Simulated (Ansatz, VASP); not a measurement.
## GaAs in two plane-wave programs

Aim: how closely do two programs agree when they are given the same cell, functional and k mesh? The cell is taken from a series of runs on this material, whose earlier steps may have relaxed, scaled, displaced or heated it; both programs get it as it stands.

Main program and level: Ansatz 0.2.0; plane waves, with VASP 6.6.1 beside it; G0W0 gap at HSE06 form with 90 % exact exchange, screening 0.2078 1/A with an exact-exchange share of 0.9.

## 1. The structure

It takes space group F-43m (No. 216, cubic). Conventional cell: a = 5.654 Å, b = 5.654 Å, c = 5.654 Å, α = 90.00°, β = 90.00°, γ = 90.00°. Nearest to Ga lie 4 As at 2.45 Å. Nearest to As lie 4 Ga at 2.45 Å. Farther neighbours are not listed.

## 2. VASP: G0W0 gap, HSE06 form with 90 % exact exchange, screening 0.2078 1/A with an exact-exchange share of 0.9

Quasiparticle shifts depend on high empty states and on the cores, so they are the hardest test of two PAW sets.

Lines of VASP's logs that name or quote its potential files are left out, and so is its time.

The run reads the wave functions of an earlier VASP run, which isn't shown here.

INCAR

```
SYSTEM = GaAs
PREC = Accurate
ENCUT = 430
ISMEAR = 0
SIGMA = 0.01
LREAL = .FALSE.
LHFCALC = .TRUE.
AEXX = 0.9
GGA = PE
HFSCREEN = 0.2078
LASPH = .TRUE.
NBANDS = 200
PRECFOCK = Fast
ALGO = EVGW0
NELMGW = 1
ENCUTGW = 150
NOMEGA = 64
NBANDSGW = 24
LWAVE = .FALSE.
LCHARG = .FALSE.
```

POSCAR

```
GaAs
1.0
    0.0000000000      2.8268500000      2.8268500000
    2.8268500000      0.0000000000      2.8268500000
    2.8268500000      2.8268500000      0.0000000000
Ga As
1 1
Direct
    0.0000000000      0.0000000000      0.0000000000
    0.2500000000      0.2500000000      0.2500000000
```

KPOINTS

```
Automatic mesh
0
Gamma
6 6 6
0 0 0
```

Potentials, in the order of the species: Ga_d_GW and As_GW (PBE family, release 64).

Run with:

```sh
$ mpirun -np 8 vasp_std
```

Numbers of over 12 decimals in the logs are rounded to 6 here.

Log:

```text
[banner, memory and clock lines left out]
running    8 mpi-ranks, on    1 nodes
 distrk:  each k-point on    8 cores,    1 groups
 distr:  one band on    1 cores,    8 groups

 POSCAR found type information on POSCAR GaAs
 POSCAR found :  2 types and       2 ions
|                                                                             |
|           W    W    AA    RRRRR   N    N  II  N    N   GGGG   !!!           |
|           W    W   A  A   R    R  NN   N  II  NN   N  G    G  !!!           |
|           W    W  A    A  R    R  N N  N  II  N N  N  G       !!!           |
|           W WW W  AAAAAA  RRRRR   N  N N  II  N  N N  G  GGG   !            |
|           WW  WW  A    A  R   R   N   NN  II  N   NN  G    G                |
|           W    W  A    A  R    R  N    N  II  N    N   GGGG   !!!           |
|                                                                             |
|     For optimal performance we recommend to set                             |
|       NCORE = 2 up to number-of-cores-per-socket                            |
|     NCORE specifies how many cores store one orbital (NPAR=cpu/NCORE).      |
|     This setting can greatly improve the performance of VASP for DFT.       |
|     The default, NCORE=1 might be grossly inefficient on modern             |
|     multi-core architectures or massively parallel machines. Do your        |
|     Unfortunately you need to use the default for GW and RPA                |
|     calculations (for HF NCORE is supported but not extensively tested      |
|     yet).                                                                   |
|                                                                             |

|                                                                             |
|           W    W    AA    RRRRR   N    N  II  N    N   GGGG   !!!           |
|           W    W   A  A   R    R  NN   N  II  NN   N  G    G  !!!           |
|           W    W  A    A  R    R  N N  N  II  N N  N  G       !!!           |
|           W WW W  AAAAAA  RRRRR   N  N N  II  N  N N  G  GGG   !            |
|           WW  WW  A    A  R   R   N   NN  II  N   NN  G    G                |
|           W    W  A    A  R    R  N    N  II  N    N   GGGG   !!!           |
|                                                                             |
|     The default for ENCUTGWSOFT is different in this version of VASP.       |
|     please manually set ENCUTGWSOFT =150 in the INCAR file.                 |
|                                                                             |

 LDA part: xc-table for (Slater+PW92), standard interpolation
 found WAVECAR, reading the header
 POSCAR, INCAR and KPOINTS ok, starting setup
 FFT: planning ... GRIDC
 FFT: planning ... GRID_SOFT
 FFT: planning ... GRID
 reading WAVECAR
 the WAVECAR file was read successfully
 initial charge from wavefunction
 available memory per node:     75.07 GB, setting MAXMEM to     76874

 The Fermi energy was updated, please check that it is located mid-gap
 values below the HOMO (VB) or above the LUMO (CB) will cause erroneous energies
 E-fermi :   4.0587

 calculate exact exchange contribution
 the WAVEDER file was read successfully
energies w=
    0.000    0.000    0.629    0.000    1.257    0.000    1.882    0.000
    2.503    0.000    3.118    0.000    3.728    0.000    4.330    0.000
    4.925    0.000    5.512    0.000    6.091    0.000    6.662    0.000
    7.225    0.000    7.781    0.000    8.329    0.000    8.872    0.000
    9.408    0.000    9.940    0.000   10.468    0.000   10.992    0.000
   11.515    0.000   12.036    0.000   12.558    0.000   13.081    0.000
   13.607    0.000   14.137    0.000   14.672    0.000   15.214    0.000
   15.765    0.000   16.327    0.000   16.900    0.000   17.488    0.000
   18.093    0.000   18.716    0.000   19.362    0.000   20.033    0.000
   20.732    0.000   21.464    0.000   22.234    0.000   23.045    0.000
   23.906    0.000   24.821    0.000   25.801    0.000   26.853    0.000
   27.991    0.000   29.227    0.000   30.578    0.000   32.064    0.000
   33.711    0.000   35.548    0.000   37.615    0.000   39.962    0.000
   42.653    0.000   45.772    0.000   49.435    0.000   53.800    0.000
   59.090    0.000   65.635    0.000   73.936    0.000   84.804    0.000
   99.626    0.000  121.010    0.000  154.483    0.000  214.184    0.000
 responsefunction array rank=     200
 LDA part: xc-table for (Slater+PW92), standard interpolation

 min. memory requirement per mpi rank    305.2 MB, per node   2441.9 MB

 allocating   8 responsefunctions rank=   200
 shmem allocating  64 responsefunctions rank=   200
 response function shared by NCSHMEM nodes    1
 Doing            8  frequencies on each core in blocks of           64
NQ=   1    0.0000    0.0000    0.0000,
|.........|.........|.........|.........|.........|.........|.........|.........
 performed        896000 updates of chi_q(r,r)
 total number of BLAS operations        204.77 Gflops
NQ=   2    0.1667    0.0000    0.0000,
|.........|.........|.........|.........|.........|.........|.........|.........
 performed       2445000 updates of chi_q(r,r)
 total number of BLAS operations        571.38 Gflops
NQ=   3    0.3333    0.0000    0.0000,
|.........|.........|.........|.........|.........|.........|.........|.........
 performed       3994000 updates of chi_q(r,r)
 total number of BLAS operations        986.38 Gflops
NQ=   4    0.5000    0.0000    0.0000,
|.........|.........|.........|.........|.........|.........|.........|.........
 performed       5312000 updates of chi_q(r,r)
 total number of BLAS operations       1328.16 Gflops
NQ=   5    0.1667    0.1667    0.0000,
|.........|.........|.........|.........|.........|.........|.........|.........
 performed       6861000 updates of chi_q(r,r)
 total number of BLAS operations       1734.14 Gflops
NQ=   6    0.3333    0.1667    0.0000,
|.........|.........|.........|.........|.........|.........|.........|.........
 performed       9235000 updates of chi_q(r,r)
 total number of BLAS operations       2419.92 Gflops
NQ=   7    0.5000    0.1667    0.0000,
|.........|.........|.........|.........|.........|.........|.........|.........
 performed      11609000 updates of chi_q(r,r)
 total number of BLAS operations       3105.71 Gflops
NQ=   8   -0.3333    0.1667    0.0000,
|.........|.........|.........|.........|.........|.........|.........|.........
 performed      13983000 updates of chi_q(r,r)
 total number of BLAS operations       3791.50 Gflops
NQ=   9   -0.1667    0.1667    0.0000,
|.........|.........|.........|.........|.........|.........|.........|.........
 performed      16050000 updates of chi_q(r,r)
 total number of BLAS operations       4351.45 Gflops
NQ=  10    0.3333    0.3333    0.0000,
|.........|.........|.........|.........|.........|.........|.........|.........
 performed      17599000 updates of chi_q(r,r)
 total number of BLAS operations       4817.84 Gflops
NQ=  11    0.5000    0.3333    0.0000,
|.........|.........|.........|.........|.........|.........|.........|.........
 performed      19973000 updates of chi_q(r,r)
 total number of BLAS operations       5518.14 Gflops
NQ=  12   -0.3333    0.3333    0.0000,
|.........|.........|.........|.........|.........|.........|.........|.........
 performed      22040000 updates of chi_q(r,r)
 total number of BLAS operations       6090.33 Gflops
NQ=  13    0.5000    0.5000    0.0000,
|.........|.........|.........|.........|.........|.........|.........|.........
 performed      23224000 updates of chi_q(r,r)
 total number of BLAS operations       6432.33 Gflops
NQ=  14    0.5000    0.3333    0.1667,
|.........|.........|.........|.........|.........|.........|.........|.........
 performed      25886000 updates of chi_q(r,r)
 total number of BLAS operations       7193.22 Gflops
NQ=  15   -0.3333    0.3333    0.1667,
|.........|.........|.........|.........|.........|.........|.........|.........
 performed      28395000 updates of chi_q(r,r)
 total number of BLAS operations       7948.65 Gflops
NQ=  16   -0.3333    0.5000    0.1667,
|.........|.........|.........|.........|.........|.........|.........|.........
 performed      30472000 updates of chi_q(r,r)
 total number of BLAS operations       8586.97 Gflops
 resolving degeneracies of screened two electron integrals

 calculate QP shifts <psi_nk| G(iteration)W_0 |psi_nk>: iteration 1
 entering main loop
```

OUTCAR, selected parts (step 2):

```text
ion  position               nearest neighbor table
   1  0.000  0.000  0.000-   2 2.45   2 2.45   2 2.45   2 2.45
   2  0.250  0.250  0.250-   1 2.45   1 2.45   1 2.45   1 2.45

  LATTYP: Found a face centered cubic cell.
 ALAT       =     5.6537000000

 Subroutine GETGRP returns: Found 24 space group operations
 (whereof 24 operations were pure point group operations)

The static configuration has the point symmetry T_d .

 Found     16 irreducible k-points:

   k-points           NKPTS =     16   k-points in BZ     NKDIM =    216   number of bands    NBANDS=    200

   dimension x,y,z NGX =    28 NGY =   28 NGZ =   28
   dimension x,y,z NGXF=    56 NGYF=   56 NGZF=   56

   ENCUT  =  430.0 eV  31.60 Ry    5.62 a.u.   6.76  6.76  6.76*2*pi/ulx,y,z

   NELECT =      18.0000    total number of electrons

  energy-cutoff  :      430.00
  volume of cell :       45.18
      direct lattice vectors                 reciprocal lattice vectors
     0.000000000  2.826850000  2.826850000    -0.176875321  0.176875321  0.176875321
     2.826850000  0.000000000  2.826850000     0.176875321 -0.176875321  0.176875321
     2.826850000  2.826850000  0.000000000     0.176875321  0.176875321 -0.176875321

 k-points in reciprocal lattice and weights: Automatic mesh
   0.00000000  0.00000000  0.00000000       0.005
   0.16666667  0.00000000  0.00000000       0.037
   0.33333333  0.00000000  0.00000000       0.037
   0.50000000  0.00000000  0.00000000       0.019
   0.16666667  0.16666667  0.00000000       0.028
   0.33333333  0.16666667  0.00000000       0.111
   0.50000000  0.16666667  0.00000000       0.111
  -0.33333333  0.16666667  0.00000000       0.111
  -0.16666667  0.16666667  0.00000000       0.056
[...]
-0.33333333  0.33333333  0.16666667       0.111
  -0.33333333  0.50000000  0.16666667       0.056

 E-fermi :   4.0587

 QP shifts <psi_nk| G(iteration)W_0 |psi_nk>: iteration 1
 for sc-GW calculations column KS-energies equals QP-energies in previous step
 and V_xc(KS)=  KS-energies - (<T + V_ion + V_H > + <T+V_H+V_ion>^1  + <V_x>^1)
 k-point   1 :       0.0000    0.0000    0.0000
  band No.  KS-energies  QP-energies   sigma(KS)   V_xc(KS)     V^pw_x(r,r')   Z            occupation Imag(sigma)
    ...
      6     -14.7597     -11.3778     -12.4710     -17.0248     -18.0068       0.7427       2.0000       0.9134
      7       2.1111       2.8287     -12.7119     -13.5668     -13.7228       0.8394       2.0000       0.0368
      8       2.1111       2.8287     -12.7119     -13.5668     -13.7228       0.8394       2.0000       0.0368
      9       2.1111       2.8287     -12.7119     -13.5668     -13.7228       0.8394       2.0000       0.0368
     10       6.3300       5.7181      -9.7499      -9.0209      -6.1238       0.8394       0.0000      -0.0559
     11       9.0333       8.4158      -9.0678      -8.3276      -5.2602       0.8341       0.0000      -0.0656
     12       9.0333       8.4158      -9.0678      -8.3276      -5.2602       0.8341       0.0000      -0.0656
     13       9.0333       8.4158      -9.0678      -8.3276      -5.2602       0.8341       0.0000      -0.0656
    ...

 k-point   2 :       0.1667    0.0000    0.0000
  band No.  KS-energies  QP-energies   sigma(KS)   V_xc(KS)     V^pw_x(r,r')   Z            occupation Imag(sigma)
    ...
      6     -14.3436     -10.9971     -12.5183     -17.0025     -17.9725       0.7463       2.0000       0.8950
      7      -0.8051       0.1290     -12.2288     -13.3641     -13.6993       0.8228       2.0000       0.0491
      8       1.6739       2.4207     -12.5799     -13.4707     -13.6504       0.8382       2.0000       0.0373
      9       1.6739       2.4207     -12.5799     -13.4707     -13.6504       0.8382       2.0000       0.0373
     10       7.1467       6.5627      -9.4365      -8.7422      -5.7849       0.8412       0.0000      -0.0584
     11       9.6893       9.0078      -9.1475      -8.3262      -5.2216       0.8299       0.0000      -0.0692
     12       9.6893       9.0078      -9.1475      -8.3262      -5.2216       0.8299       0.0000      -0.0692
     13      10.1623       9.4307      -9.2980      -8.4127      -5.2819       0.8264       0.0000      -0.0736
    ...

 k-point   3 :       0.3333    0.0000    0.0000
  band No.  KS-energies  QP-energies   sigma(KS)   V_xc(KS)     V^pw_x(r,r')   Z            occupation Imag(sigma)
    ...
      6     -13.2491     -10.0094     -12.7015     -16.9977     -17.9350       0.7541       2.0000       0.8257
      7      -4.5343      -3.0307     -11.8859     -13.7926     -14.3859       0.7886       2.0000       0.1103
      8       0.9877       1.8002     -12.4549     -13.4283     -13.6582       0.8347       2.0000       0.0396
      9       0.9877       1.8002     -12.4549     -13.4283     -13.6582       0.8347       2.0000       0.0396
     10       6.5394       6.0420      -9.2381      -8.6482      -5.6981       0.8432       0.0000      -0.0566
     11      10.0828       9.3974      -8.8409      -8.0148      -4.8700       0.8296       0.0000      -0.0726
     12      10.0828       9.3974      -8.8409      -8.0148      -4.8700       0.8296       0.0000      -0.0726
     13      13.1022      12.0628      -8.0914      -6.8031      -3.4977       0.8068       0.0000      -0.1197
    ...

 k-point   4 :       0.5000    0.0000    0.0000
  band No.  KS-energies  QP-energies   sigma(KS)   V_xc(KS)     V^pw_x(r,r')   Z            occupation Imag(sigma)
    ...
      6     -12.4234      -9.2668     -12.9489     -17.1006     -18.0133       0.7603       2.0000       0.7663
      7      -6.3127      -4.5225     -11.5658     -13.8919     -14.5714       0.7696       2.0000       0.1791
      8       0.7039       1.5494     -12.4221     -13.4372     -13.6860       0.8328       2.0000       0.0409
      9       0.7039       1.5494     -12.4221     -13.4372     -13.6860       0.8328       2.0000       0.0409
     10       6.2618       5.7971      -9.2507      -8.6998      -5.7574       0.8435       0.0000      -0.0558
     11       9.9261       9.2798      -8.6523      -7.8758      -4.7290       0.8323       0.0000      -0.0717
     12       9.9261       9.2798      -8.6523      -7.8758      -4.7290       0.8323       0.0000      -0.0717
     13      13.2242      12.2072      -6.7989      -5.5462      -2.2192       0.8118       0.0000      -0.1206
    ...

[... 4 further parts left out ...]
```

The PAW data sets were made with PBE, which is usual practice but a small mismatch for other functionals.

[end of part 1 of 2]

[Lines on the potential files, build, host, timing and source positions are cut from VASP's logs without a mark.]

[Logs are printed without paths, hosts, clocks, repeated set-up lines and the standing remarks that a program may print on its own settings, such as how far it seeks lower states.]

[Hosts, paths, dates, database ids (printed as entryN), source tags and the programs' standing remarks are cut or masked in the printed files.]
